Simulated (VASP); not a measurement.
All values below come from PBE GGA, VASP's PBE PAW potentials (set 64) (plane waves; VASP).

Input for VASP

### INCAR
```
# general
SYSTEM = Mg32O31
PREC   = Normal
ENCUT  = 400
LREAL  = Auto
LASPH  = .True.
ISYM   = 0

# electronic loop
EDIFF  = 1E-5
NELM   = 100
NELMIN = 4
ALGO   = Fast

# smearing
ISMEAR = 0
SIGMA  = 0.05

# functional
GGA    = PE

# ions
IBRION = 2
NSW    = 60
ISIF   = 2
EDIFFG = -0.03

# output
LWAVE  = .True.
LCHARG = .False.
```

### KPOINTS
```
kpoints
0
Gamma
  1 1 1
0 0 0
```

POSCAR:
```
Mg32O31
1.0
  8.4869590160   0.0000000000   0.0000000000
  0.0000000000   8.4869590160   0.0000000000
  0.0000000000   0.0000000000   8.4869590160
Mg O
32 31
Cartesian
  4.2434795080   0.0000000000   0.0000000000
  6.3652192620   2.1217397540   0.0000000000
  6.3652192620   0.0000000000   2.1217397540
  0.0000000000   0.0000000000   0.0000000000
  2.1217397540   2.1217397540   0.0000000000
  4.2710112030   4.2483934573   8.4525104494
  6.3652192620   6.3652192620   0.0000000000
  2.1217397540   0.0000000000   2.1217397540
  4.2777922833   2.1323739136   2.1172416657
  6.3166653695   4.2071468365   2.1363882453
  4.2434795080   0.0000000000   4.2434795080
  6.3652192620   2.1217397540   4.2434795080
  6.3652192620   0.0000000000   6.3652192620
  0.0000000000   4.2434795080   0.0000000000
  2.1217397540   6.3652192620   0.0000000000
  0.0000000000   2.1217397540   2.1217397540
  2.1285208343   4.2445573518   2.1224187107
  4.1966399812   6.3348189748   2.0978404774
  0.0000000000   0.0000000000   4.2434795080
  2.1217397540   2.1217397540   4.2434795080
  4.2792180924   4.1941533022   4.2056446447
  6.3652192620   6.3652192620   4.2434795080
  2.1217397540   0.0000000000   6.3652192620
  4.2434795080   2.1217397540   6.3652192620
  6.3652192620   4.2434795080   6.3652192620
  0.0000000000   6.3652192620   2.1217397540
  0.0000000000   4.2434795080   4.2434795080
  2.1217397540   6.3652192620   4.2434795080
  0.0000000000   2.1217397540   6.3652192620
  2.1217397540   4.2434795080   6.3652192620
  4.2434795080   6.3652192620   6.3652192620
  0.0000000000   6.3652192620   6.3652192620
  6.3261622766   2.1329085921   2.1012182871
  0.0000000000   4.2434795080   2.1217397540
  0.0000000000   2.1217397540   4.2434795080
  2.0944881286   2.1247526245   2.1410815336
  6.3904594781   6.3677059410   2.1525643891
  0.0000000000   0.0000000000   2.1217397540
  4.2067818972   2.1046215577   4.2102530635
  6.3856219115   4.2930433487   4.2572623294
  0.0000000000   6.3652192620   4.2434795080
  6.3652192620   2.1217397540   6.3652192620
  0.0000000000   4.2434795080   6.3652192620
  0.0000000000   2.1217397540   0.0000000000
  2.1267215989   6.3837547805   2.1342495316
  4.2434795080   0.0000000000   2.1217397540
  2.1292676866   4.2160920913   4.2446931431
  4.2393887938   6.3696324807   4.2511941537
  6.3652192620   0.0000000000   4.2434795080
  2.1217397540   2.1217397540   6.3652192620
  4.2434795080   4.2434795080   6.3652192620
  6.3652192620   6.3652192620   6.3652192620
  0.0000000000   0.0000000000   6.3652192620
  4.2455927608   2.0943608242   0.0042944013
  6.4057614652   4.2454484825   0.0440388303
  0.0000000000   6.3652192620   0.0000000000
  2.1217397540   0.0000000000   4.2434795080
  2.1217397540   6.3652192620   6.3652192620
  4.2434795080   0.0000000000   6.3652192620
  2.1509603539   4.2113309072   0.0459653700
  4.1979554598   6.3443668037   8.4413076635
  6.3652192620   0.0000000000   0.0000000000
  2.1217397540   0.0000000000   0.0000000000
```

POTCAR, in this order: Mg O (PBE.64 set). Program: vasp_gam.

Output

File OUTCAR:
```
 ion  position               nearest neighbor table
   1  0.500  0.000  0.000-  54 2.09  46 2.12  59 2.12  62 2.12  63 2.12  61 2.14  15 3.00  23 3.00
                            24 3.00  31 3.00   2 3.00   3 3.00   5 3.00   7 3.00   8 3.00  13 3.00
   2  0.750  0.250  0.000-  33 2.10  54 2.12  44 2.12  42 2.12  62 2.12  55 2.12   9 2.97   6 2.98
                            10 2.99  24 3.00  25 3.00  29 3.00   1 3.00   3 3.00   4 3.00  13 3.00
   3  0.750  0.000  0.250-  37 2.12  38 2.12  46 2.12  49 2.12  62 2.12  33 2.13   9 2.98  16 3.00
                            19 3.00  22 3.00  26 3.00   2 3.00   4 3.00   7 3.00   1 3.00  11 3.00
   4  0.000  0.000  0.000-  38 2.12  44 2.12  53 2.12  56 2.12  62 2.12  63 2.12  15 3.00  16 3.00
                            23 3.00  26 3.00  29 3.00  32 3.00   2 3.00   3 3.00   5 3.00   7 3.00
   5  0.250  0.250  0.000-  60 2.09  50 2.12  44 2.12  63 2.12  54 2.12  36 2.14  24 3.00  29 3.00
                            30 3.00   1 3.00   4 3.00   8 3.00  14 3.00  16 3.00  23 3.00  17 3.00
   6  0.503  0.501  0.996-  51 2.09  61 2.10  60 2.12  55 2.14  54 2.15  25 2.96  31 2.97   7 2.98
                            24 2.98  10 2.98  18 2.98   2 2.98  30 3.00  15 3.02   9 3.02   5 3.02
   7  0.750  0.750  0.000-  55 2.12  52 2.12  56 2.12  62 2.12  37 2.15  61 2.17   6 2.98  26 3.00
                            31 3.00  32 3.00   3 3.00   4 3.00   1 3.00  13 3.00  14 3.00  25 3.00
   8  0.250  0.000  0.250-  45 2.10  38 2.12  46 2.12  57 2.12  63 2.12  36 2.13  18 2.99  19 3.00
                            20 3.00  26 3.00  28 3.00   4 3.00   5 3.00  11 3.00  15 3.00  16 3.00
   9  0.504  0.251  0.249-  33 2.05  39 2.09  54 2.11  46 2.13  36 2.18  10 2.91  21 2.93   2 2.97
                            12 2.98   3 2.98   1 3.01  11 3.01  17 3.01   6 3.02   5 3.02  20 3.03
  10  0.744  0.496  0.252-  33 2.07  55 2.09  40 2.12  37 2.16  34 2.17  21 2.90   9 2.91  12 2.96
                             6 2.98   2 2.99  18 3.00  16 3.01  22 3.02  27 3.03   7 3.04  14 3.05
  11  0.500  0.000  0.500-  39 2.11  48 2.12  46 2.12  49 2.12  57 2.12  59 2.12  23 3.00  24 3.00
                            28 3.00  31 3.00   3 3.00   8 3.00  12 3.00  13 3.00  20 3.00  22 3.00
  12  0.750  0.250  0.500-  35 2.12  42 2.12  49 2.12  33 2.14  39 2.16  40 2.17  21 2.94  10 2.96
                             9 2.98  25 3.00  27 3.00  29 3.00  11 3.00  13 3.00  16 3.00  19 3.00
...
```

### OSZICAR
```
       N       E                     dE             d eps       ncg     rms          rms(c)
DAV:   1     0.220662626550E+04    0.22066E+04   -0.11896E+05   322   0.125E+03
DAV:   2    -0.160617063060E+03   -0.23672E+04   -0.22666E+04   468   0.323E+02
DAV:   3    -0.413246955238E+03   -0.25263E+03   -0.25087E+03   364   0.113E+02
DAV:   4    -0.417966370313E+03   -0.47194E+01   -0.47115E+01   364   0.169E+01
DAV:   5    -0.418010898080E+03   -0.44528E-01   -0.44514E-01   356   0.169E+00    0.396E+01
RMM:   6    -0.369204808494E+03    0.48806E+02   -0.22558E+02   314   0.314E+01    0.120E+01
RMM:   7    -0.369919553225E+03   -0.71474E+00   -0.13543E+01   314   0.693E+00    0.809E+00
RMM:   8    -0.369691276966E+03    0.22828E+00   -0.13952E+00   314   0.416E+00    0.919E-01
RMM:   9    -0.369700929553E+03   -0.96526E-02   -0.19138E-01   314   0.101E+00    0.512E-01
RMM:  10    -0.369710290635E+03   -0.93611E-02   -0.10443E-01   314   0.703E-01    0.390E-01
RMM:  11    -0.369707937354E+03    0.23533E-02   -0.14221E-02   314   0.302E-01    0.483E-02
RMM:  12    -0.369708244595E+03   -0.30724E-03   -0.17469E-03   314   0.116E-01    0.552E-02
RMM:  13    -0.369708192336E+03    0.52259E-04   -0.62428E-04   314   0.522E-02    0.181E-02
RMM:  14    -0.369708187536E+03    0.47995E-05   -0.53865E-05   257   0.155E-02
   1 F= -.36970819E+03 E0= -.36970819E+03  d E =-.369708E+03
       N       E                     dE             d eps       ncg     rms          rms(c)
DAV:   1    -0.369875481289E+03   -0.16729E+00   -0.52812E+01   356   0.211E+01    0.105E+00
RMM:   2    -0.369964696413E+03   -0.89215E-01   -0.11803E+00   314   0.294E+00    0.532E-01
RMM:   3    -0.369957130817E+03    0.75656E-02   -0.63302E-02   314   0.737E-01    0.400E-01
RMM:   4    -0.369949949019E+03    0.71818E-02   -0.38405E-02   314   0.432E-01    0.114E-01
RMM:   5    -0.369949790229E+03    0.15879E-03   -0.31277E-03   315   0.133E-01    0.546E-02
RMM:   6    -0.369949801768E+03   -0.11539E-04   -0.11819E-03   314   0.667E-02    0.365E-02
RMM:   7    -0.369949790288E+03    0.11480E-04   -0.21705E-04   311   0.326E-02    0.133E-02
RMM:   8    -0.369949793338E+03   -0.30501E-05   -0.58355E-05   269   0.165E-02
   2 F= -.36994979E+03 E0= -.36994979E+03  d E =-.241606E+00
       N       E                     dE             d eps       ncg     rms          rms(c)
DAV:   1    -0.369954524652E+03   -0.47344E-02   -0.25477E+00   372   0.466E+00    0.230E-01
RMM:   2    -0.369958719987E+03   -0.41953E-02   -0.55419E-02   314   0.645E-01    0.120E-01
RMM:   3    -0.369958345190E+03    0.37480E-03   -0.29302E-03   314   0.159E-01    0.892E-02
RMM:   4    -0.369957997876E+03    0.34731E-03   -0.18872E-03   314   0.960E-02    0.257E-02
RMM:   5    -0.369957986473E+03    0.11404E-04   -0.19977E-04   309   0.319E-02    0.109E-02
RMM:   6    -0.369957988156E+03   -0.16834E-05   -0.38377E-05   241   0.121E-02
   3 F= -.36995799E+03 E0= -.36995799E+03  d E =-.249801E+00
       N       E                     dE             d eps       ncg     rms          rms(c)
DAV:   1    -0.369978966844E+03   -0.20980E-01   -0.75318E+00   340   0.807E+00    0.404E-01
RMM:   2    -0.369992775509E+03   -0.13809E-01   -0.16492E-01   314   0.112E+00    0.192E-01
RMM:   3    -0.369992119213E+03    0.65630E-03   -0.85355E-03   314   0.275E-01    0.142E-01
RMM:   4    -0.369991332359E+03    0.78685E-03   -0.41671E-03   314   0.152E-01    0.419E-02
RMM:   5    -0.369991304664E+03    0.27695E-04   -0.37436E-04   314   0.461E-02    0.156E-02
RMM:   6    -0.369991312744E+03   -0.80797E-05   -0.13325E-04   286   0.220E-02    0.134E-02
RMM:   7    -0.369991313937E+03   -0.11937E-05   -0.54524E-05   278   0.163E-02
   4 F= -.36999131E+03 E0= -.36999131E+03  d E =-.333258E-01
       N       E                     dE             d eps       ncg     rms          rms(c)
DAV:   1    -0.369992328927E+03   -0.10162E-02   -0.16178E+00   340   0.373E+00    0.190E-01
RMM:   2    -0.369995306659E+03   -0.29777E-02   -0.35842E-02   314   0.518E-01    0.904E-02
RMM:   3    -0.369995161286E+03    0.14537E-03   -0.18466E-03   314   0.127E-01    0.668E-02
RMM:   4    -0.369994988103E+03    0.17318E-03   -0.92552E-04   314   0.717E-02    0.203E-02
RMM:   5    -0.369994981091E+03    0.70120E-05   -0.84522E-05   290   0.218E-02
   5 F= -.36999498E+03 E0= -.36999498E+03  d E =-.369929E-01
       N       E                     dE             d eps       ncg     rms          rms(c)
DAV:   1    -0.369997680653E+03   -0.26925E-02   -0.12410E+00   348   0.330E+00    0.155E-01
RMM:   2    -0.369999729293E+03   -0.20486E-02   -0.25248E-02   314   0.442E-01    0.725E-02
RMM:   3    -0.369999614398E+03    0.11489E-03   -0.13121E-03   314   0.109E-01    0.539E-02
RMM:   4    -0.369999499927E+03    0.11447E-03   -0.60876E-04   314   0.568E-02    0.136E-02
RMM:   5    -0.369999498476E+03    0.14510E-05   -0.52648E-05   263   0.175E-02
   6 F= -.36999950E+03 E0= -.36999950E+03  d E =-.451738E-02
       N       E                     dE             d eps       ncg     rms          rms(c)
DAV:   1    -0.369999491586E+03    0.83410E-05   -0.28501E-01   372   0.158E+00    0.730E-02
RMM:   2    -0.369999973973E+03   -0.48239E-03   -0.58508E-03   314   0.213E-01    0.360E-02
RMM:   3    -0.369999948210E+03    0.25763E-04   -0.30393E-04   314   0.524E-02    0.268E-02
RMM:   4    -0.369999920987E+03    0.27223E-04   -0.14531E-04   307   0.279E-02    0.700E-03
RMM:   5    -0.369999920377E+03    0.60959E-06   -0.13327E-05   189   0.870E-03
   7 F= -.36999992E+03 E0= -.36999992E+03  d E =-.493929E-02
       N       E                     dE             d eps       ncg     rms          rms(c)
DAV:   1    -0.370000528006E+03   -0.60702E-03   -0.29318E-01   340   0.160E+00    0.781E-02
RMM:   2    -0.370001043044E+03   -0.51504E-03   -0.60877E-03   315   0.217E-01    0.352E-02
RMM:   3    -0.370001026038E+03    0.17006E-04   -0.32773E-04   314   0.536E-02    0.260E-02
RMM:   4    -0.370001002681E+03    0.23357E-04   -0.14012E-04   310   0.282E-02    0.738E-03
RMM:   5    -0.370001002361E+03    0.32007E-06   -0.11387E-05   190   0.827E-03
   8 F= -.37000100E+03 E0= -.37000100E+03  d E =-.108198E-02
```

### OUTCAR
```
------------------------ aborting loop because EDIFF is reached ----------------------------------------
  FORCE on cell =-STRESS in cart. coord.  units (eV):
  Direction    XX          YY          ZZ          XY          YZ          ZX
  --------------------------------------------------------------------------------------
  Total      -13.9107019    -13.8959648    -13.9349316      0.0011780     -0.0058115     -0.0025557
  in kB      -36.4588791    -36.4202541    -36.5223831      0.0030875     -0.0152315     -0.0066983
  external PRESSURE =     -36.4671721 kB  Pullay stress =       0.0000000 kB
  volume of cell :      611.30
      direct lattice vectors                 reciprocal lattice vectors
     8.486959016  0.000000000  0.000000000     0.117827834  0.000000000  0.000000000
     0.000000000  8.486959016  0.000000000     0.000000000  0.117827834  0.000000000
     0.000000000  0.000000000  8.486959016     0.000000000  0.000000000  0.117827834
  FREE ENERGIE OF THE ION-ELECTRON SYSTEM (eV)
  ---------------------------------------------------
  free  energy   TOTEN  =      -370.0010023610 eV

  energy  without entropy=     -370.0010023610  energy(sigma->0) =     -370.00100236

 reached required accuracy - stopping structural energy minimisation
```
(Selected blocks of OUTCAR.)

**CONTCAR**
```
Mg32O31
   1.00000000000000
     8.4869590160000001    0.0000000000000000    0.0000000000000000
     0.0000000000000000    8.4869590160000001    0.0000000000000000
     0.0000000000000000    0.0000000000000000    8.4869590160000001
  Mg              O
    32    31
Direct
     0.4998949313343923    0.9994432441521678    0.9989839924562048
     0.7498868444043240    0.2499357164949214    0.0001242111819010
     0.7503772051680778    0.9996960161316386    0.2499617432048758
     0.9999865326296055    0.9998490723804075    0.0000083028055492
     0.2501211015124605    0.2497998158497952    0.0001603083163008
     0.5001310252374735    0.4995481728609024    0.9966631460355967
     0.7499053518963882    0.7496773957157187    0.0001820208144417
     0.2490389958352487    0.9996416214472036    0.2499833421941571
     0.4999267312128204    0.2464510761766464    0.2497751343308174
     0.7529636776203853    0.4999718187549161    0.2500671130222043
     0.4998403928925684    0.9996643691447999    0.5003552718195986
     0.7498607859462749    0.2499100254574562    0.4999077783034157
     0.7500446945754649    0.9998162694759281    0.7500426870840102
     0.0001298835502359    0.4998544671396715    0.9996733917675886
     0.2501088461829868    0.7495015403486132    0.0000929831242763
     0.9997248356188988    0.2492188899221622    0.2501502732269585
     0.2471248704297226    0.4995941052045972    0.2501136804607618
     0.4998063993021694    0.7525691983070513    0.2498620534312297
     0.9999057930900136    0.9998921430611477    0.5002045412341174
     0.2499985362879065    0.2498101665908871    0.4998664975860575
     0.5000973218758060    0.4996188770277415    0.5029648293542240
     0.7497896704476291    0.7498162105741540    0.4999172869627234
     0.2497892847436163    0.9997913561882182    0.7500032202652959
     0.5001201560594580    0.2489555609825869    0.7497490197852634
     0.7509374527756900    0.4999200481935626    0.7500299648630194
     0.9999071159689170    0.7505632541477010    0.2502314772784489
     0.0000682123382094    0.4999291378941916    0.5007862727473837
     0.2500634233962165    0.7496212638855310    0.4999713393637558
     0.0000368128424924    0.2498930517360407    0.7501453707791997
     0.2494763877739460    0.4996048974476068    0.7500469802140064
     0.4999990427776073    0.7503349044624306    0.7497369139012837
     0.0000887571264567    0.7499740745211391    0.7501370703526837
     0.7500368060996309    0.2495331292969902    0.2499638960182314
     0.9999156728420181    0.4998521819901453    0.2501568475184465
     0.9999641395942628    0.2500486538141545    0.4999940126055298
     0.2497579476733199    0.2494951683611276    0.2500001833609697
     0.7500212287927512    0.7499707965253463    0.2500267329603716
     0.9997580372195272    0.9998231208185788    0.2501076113002844
     0.5000464720088966    0.2493887246704863    0.4999843777413159
     0.7502949052641505    0.4998337022793441    0.5002567558151527
     0.9998679741938991    0.7497363833473701    0.4999277627600689
     0.7499959314088338    0.2499418587611631    0.7500447788611543
     0.0001685644302699    0.4998941333758321    0.7501695804944540
     0.9999076194271116    0.2500723639041162    0.0003282333156225
     0.2496718713083943    0.7498666620828379    0.2499956550782219
     0.4997146339962987    0.9995732755967586    0.2497587443832287
     0.2498690938728554    0.4996326267536674    0.5002216046245457
     0.4999112301443061    0.7498541856194848    0.5000143512289139
     0.7497270231966949    0.9997528750260504    0.4998374135963390
     0.2501964177894505    0.2499438623477357    0.7499675094638107
     0.5001304953080890    0.4996599248038793    0.7497308309903459
     0.7499189753429709    0.7496933723358328    0.7499609913127939
     0.9999578676392985    0.9999367245635580    0.7501220691194019
     0.5001194059301703    0.2494442209285709    0.9995858513684295
     0.7502427072641664    0.4998494241654785    0.9997368809609208
     0.0000418683910983    0.7496612085656282    0.0003971372875379
     0.2500330191895244    0.9998032568347033    0.4998348972035637
     0.2502629732663003    0.7495661263711587    0.7500563899027632
     0.4998957092163845    0.9996626156641919    0.7497971109505267
     0.2499789857671967    0.4997270139281743    0.9997597013467222
     0.4999345755460449    0.7497637572253147    0.9995501874366751
     0.7498157058474051    0.9997764093862269    0.0001295438922191
     0.2500860691752189    0.9996834789785536    0.0000871388340944
```

File OUTCAR:
```
 val. band max:        5.1588748547   @ k =   0.0000   0.0000   0.0000

 cond. band min:       7.9684316103   @ k =   0.0000   0.0000   0.0000


 Fermi energy:         5.4274040405

 k-point     1 :       0.0000    0.0000    0.0000
  band No.  band energies     occupation
      1     -14.1877      2.00000
      2     -13.5133      2.00000
      3     -13.5132      2.00000
      4     -13.4952      2.00000
      5     -13.4949      2.00000
      6     -13.4943      2.00000
      7     -13.4003      2.00000
      8     -13.0842      2.00000
      9     -13.0841      2.00000
     10     -13.0654      2.00000
     11     -13.0646      2.00000
     12     -13.0646      2.00000
     13     -13.0593      2.00000
     14     -13.0587      2.00000
     15     -13.0584      2.00000
     16     -13.0484      2.00000
     17     -13.0481      2.00000
     18     -13.0474      2.00000
     19     -13.0057      2.00000
     20     -12.9750      2.00000
     21     -12.9750      2.00000
     22     -12.9743      2.00000
     23     -12.8638      2.00000
     24     -12.7466      2.00000
     25     -12.7462      2.00000
     26     -12.7030      2.00000
     27     -12.6923      2.00000
     28     -12.6920      2.00000
     29     -12.6869      2.00000
     30     -12.6864      2.00000
     31     -12.6861      2.00000
     32      -1.5827      2.00000
     33      -1.5349      2.00000
     34      -1.5347      2.00000
     35      -1.5345      2.00000
     36      -1.0225      2.00000
     37      -1.0224      2.00000
     38      -1.0223      2.00000
     39      -0.8417      2.00000
     40      -0.5097      2.00000
     41      -0.5096      2.00000
     42      -0.5095      2.00000
     43      -0.5014      2.00000
     44      -0.5013      2.00000
     45      -0.4927      2.00000
     46      -0.4923      2.00000
     47      -0.4916      2.00000
     48      -0.3607      2.00000
     49      -0.3605      2.00000
     50      -0.3602      2.00000
     51       0.0297      2.00000
...
```

At this cut-off the stress carries a Pulay error, which pulls relaxed volumes low. The supercell is sampled at Γ alone, which is coarse: total energies, pressure and levels can be off, energies of defects by several tenths of an eV.

The cell is a supercell with a defect, built from MgO (rock salt): vac_O. The run is not spin-polarised, so no state with unpaired spins was tried.
